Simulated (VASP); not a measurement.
Here is the system:

```
AlN
1.0
    0.00000     2.16649     2.16649
    2.16649     0.00000     2.16649
    2.16649     2.16649     0.00000
Al N
1 1
Direct
  0.00000   0.00000   0.00000
  0.25000   0.25000   0.25000
```

Computed with AM05 GGA, VASP's PBE PAW potentials (set 64) (plane waves; VASP 6.6.1). Numerical set-up: 520 eV cut-off, 10×10×10 Γ-centred mesh, Gaussian smearing of 0.050 eV, potentials Al N.

**Question.** Give the stress tensor in GPa (positive for a compressed cell).

**Answer.** 
```
6.51  0.00  0.00
0.00  6.51  0.00
0.00  0.00  6.51
```
The pressure is its mean diagonal, 6.51 GPa.

The compound is AlN in the zinc blende structure, a metastable form; wurtzite is the usual one. This cell is one point of a volume scan, at 0.97 of the reference volume.
